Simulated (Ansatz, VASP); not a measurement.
# Cross-check of TiSO5 (TiSO5 (C2/c)) between VASP and Ansatz, part 3 of 3

One calculation is typed for both programs; each brings its own data sets. How far apart do they land? Of the first pair: The structure shown is the start of the Ansatz relaxation below; VASP solves that cell, so the two are compared at the walk's first step.

VASP 6.6.1 and Ansatz 0.2.0.

So far. Step 3 (VASP: single point, PBEsol, start cell, pair 1): The run ends at a pressure of 1.56 GPa, with forces up to 0.64 eV/Å.

### 6. VASP: single point, PBEsol, relaxed cell, pair 2

Level of this step: PBEsol, no spin polarisation; plane waves and PAW (Ti_sv, S, O) (VASP).

The same cell, functional, mesh and smearing now go to VASP, with its own data sets.

INCAR reads:

```
SYSTEM = TiSO5
PREC = Accurate
ENCUT = 600
EDIFF = 1E-06
NELM = 120
ISMEAR = -1
SIGMA = 0.01
LREAL = .FALSE.
ALGO = Normal
GGA = PS
NBANDS = 116
LASPH = .TRUE.
LORBIT = 11
LWAVE = .FALSE.
LCHARG = .FALSE.
ISIF = 2
GGA_COMPAT = .FALSE.
EFERMI = MIDGAP
KPAR = 4
```

POSCAR reads:

```
TiSO5
1.0
    2.5828747762     -6.9125292300      0.0234519367
    2.5828747762      6.9125292300      0.0234519367
    0.0354008587      0.0000000000      9.5215988518
Ti S O
4 4 20
Direct
    0.5886236387      0.4113763613      0.2500000000
    0.4113763613      0.5886236387      0.7500000000
    0.5000000000      0.0000000000      0.5000000000
    0.0000000000      0.5000000000      0.0000000000
    0.1453363851      0.3620575965      0.4352469134
    0.6379424035      0.8546636149      0.0647530866
    0.8546636149      0.6379424035      0.5647530866
    0.3620575965      0.1453363851      0.9352469134
    0.8501485974      0.1570785518      0.0835654901
    0.8429214482      0.1498514026      0.4164345099
    0.1498514026      0.8429214482      0.9164345099
    0.1570785518      0.8501485974      0.5835654901
    0.7978279372      0.6556831887      0.4185612967
    0.3443168113      0.2021720628      0.0814387033
    0.2021720628      0.3443168113      0.5814387033
    0.6556831887      0.7978279372      0.9185612967
    0.2501478142      0.3109465242      0.3332454837
    0.6890534758      0.7498521858      0.1667545163
    0.7498521858      0.6890534758      0.6667545163
    0.3109465242      0.2501478142      0.8332454837
    0.8693681166      0.5275008181      0.1555150624
    0.4724991819      0.1306318834      0.3444849376
    0.1306318834      0.4724991819      0.8444849376
    0.5275008181      0.8693681166      0.6555150624
    0.2718646931      0.6402093532      0.4089384746
    0.3597906468      0.7281353069      0.0910615254
    0.7281353069      0.3597906468      0.5910615254
    0.6402093532      0.2718646931      0.9089384746
```

KPOINTS reads:

```
Automatic mesh
0
Gamma
6 6 3
0 0 0
```

The projector-augmented-wave data sets are Ti_sv, S and O (PBE family, release 64).

The run is started by

```
> mpirun -np 4 vasp_std
```

Output:

```text
[banner, memory and clock lines left out]
running    4 mpi-ranks, on    1 nodes
[...]
[... a notice as in an earlier step ...]

 [... a notice as in an earlier step ...]

 LDA part: xc-table for (Slater+PW92), standard interpolation
 POSCAR, INCAR and KPOINTS ok, starting setup
[...]
entering main loop
       N       E                     dE             d eps       ncg     rms          rms(c)
DAV:   1     0.262256486166E+04    0.26226E+04   -0.10665E+05  7976   0.194E+03
DAV:   2     0.202266970731E+03   -0.24203E+04   -0.22647E+04  8616   0.528E+02
DAV:   3    -0.227947471059E+03   -0.43021E+03   -0.41832E+03  9020   0.223E+02
DAV:   4    -0.259300945493E+03   -0.31353E+02   -0.31253E+02 11800   0.608E+01
[...]
DAV:  17    -0.214497436997E+03   -0.20724E-05   -0.59939E-06  8096   0.141E-02    0.598E-03
DAV:  18    -0.214497438114E+03   -0.11172E-05   -0.42071E-06  6816   0.762E-03    0.395E-03
DAV:  19    -0.214497438258E+03   -0.14391E-06   -0.89084E-07  4352   0.433E-03
   1 F= -.21449744E+03 E0= -.21449744E+03  d E =0.000000E+00
```

From OUTCAR (step 6):

```text
  Total       -1.5651249     -1.5390660     -1.4990443      0.0000000      0.0000000     -0.1644428
  in kB       -7.3755438     -7.2527430     -7.0641433      0.0000000      0.0000000     -0.7749252
  external PRESSURE =      -7.2308100 kB  Pullay stress =       0.0000000 kB

 POSITION                                       TOTAL-FORCE (eV/Angst)
 -----------------------------------------------------------------------------------
      2.59172     -1.22523      2.40385         0.000000      0.167406     -0.000000
      2.60943      1.22523      7.16465         0.000000     -0.167406     -0.000000
      1.30914     -3.45626      4.77253         0.000000     -0.000000     -0.000000
      1.29144      3.45626      0.01173         0.000000     -0.000000     -0.000000
      1.32594      1.49809      4.15615        -0.054033     -0.069784     -0.086380
      3.85751      1.49809      0.65156         0.054033     -0.069784      0.086380
      3.87521     -1.49809      5.41236         0.054033      0.069784      0.086380
      1.34364     -1.49809      8.91695        -0.054033      0.069784     -0.086380
      2.60450     -4.79087      0.81930        -0.166072     -0.071082     -0.028076
      2.57895     -4.79087      3.98840         0.166072     -0.071082      0.028076
      2.59665      4.79087      8.74920         0.166072      0.071082      0.028076
      2.62220      4.79087      5.58010        -0.166072      0.071082     -0.028076
      3.76905     -0.98258      4.01946         0.009470     -0.053527      0.135881
      1.41440     -0.98258      0.78824        -0.009470     -0.053527     -0.135881
[...]
-----------------------------------------------------------------------------------
    total drift:                                0.000000      0.000000     -0.000000

  FREE ENERGIE OF THE ION-ELECTRON SYSTEM (eV)
  ---------------------------------------------------
  free  energy   TOTEN  =      -214.4974382578 eV

  energy  without entropy=     -214.4974382578  energy(sigma->0) =     -214.49743826

[... 1 part as in an earlier step ...]

[... 2 further parts left out ...]
[key lines of the parts left out:]
E-fermi :   2.7922
```

The run ends at a pressure of -0.72 GPa, with forces up to 0.22 eV/Å.

### 7. Side by side

What differs besides the data sets and the points named for the pairs above, as far as they apply: the cutoff is 420 eV in Ansatz and 600 eV in VASP; Ansatz's pressure holds a Pulay correction, VASP's none. Total energies have different zeros and are not compared.

Compared:

| quantity | Ansatz | VASP | difference |
| --- | --- | --- | --- |
| pressure (GPa) | 0.01 | -0.72 | +0.73 |
| gap on the k mesh (eV) | 2.765 | 2.743 | +0.022 |

Forces on 7 of the 28 atoms, those with the largest forces and the largest differences (eV/Å; atoms numbered as in POSCAR):

```
atom        Ansatz x, y, z           VASP x, y, z
 O10   0.000, 0.000, 0.000   0.166, -0.071, 0.028
 O11   0.000, 0.000, 0.000    0.166, 0.071, 0.028
 O12   0.000, 0.000, 0.000  -0.166, 0.071, -0.028
 O17   0.000, 0.001, 0.000   -0.012, 0.159, 0.149
 O18   0.000, 0.001, 0.000   0.012, 0.159, -0.149
 O19  0.000, -0.001, 0.000  0.012, -0.159, -0.149
 O20  0.000, -0.001, 0.000  -0.012, -0.159, 0.149
```

The forces differ by 86 meV/Å r.m.s., where the r.m.s. force is 0.001 eV/Å in Ansatz and 0.086 eV/Å in VASP: the atoms lie near their places of rest in Ansatz, so a percentage would say little (all taken over all components). A gap on the mesh is an upper bound, since the band edges may lie between its points.

### 8. What came out

```json
{
  "r.m.s. force difference (single point, PBEsol, start cell, pair 1)": "38 % of the r.m.s. force",
  "r.m.s. force difference (single point, PBEsol, relaxed cell, pair 2)": "86 meV/Å",
  "difference in pressure (single point, PBEsol, relaxed cell, pair 2)": "0.73 GPa"
}
```

**Reading.** The r.m.s. force difference is 38 % of the r.m.s. force (single point, PBEsol, start cell, pair 1), beyond the 3 % picked in this series as the mark of a large difference. What causes the difference of the single point, PBEsol, start cell, pair 1 pair stays open here. What causes the difference of the single point, PBEsol, relaxed cell, pair 2 pair stays open here. Such differences can come from data sets, numerical settings and the points named under the comparisons, not from the functional's error against experiment.

[Lines on the potential files, build, host, timing and source positions are cut from VASP's logs without a mark.]

[Logs are printed without paths, hosts, clocks, repeated set-up lines and the standing remarks that a program may print on its own settings, such as how far it seeks lower states.]

[Hosts, paths, dates, database ids (printed as entryN), source tags and the programs' standing remarks are cut or masked in the printed files.]
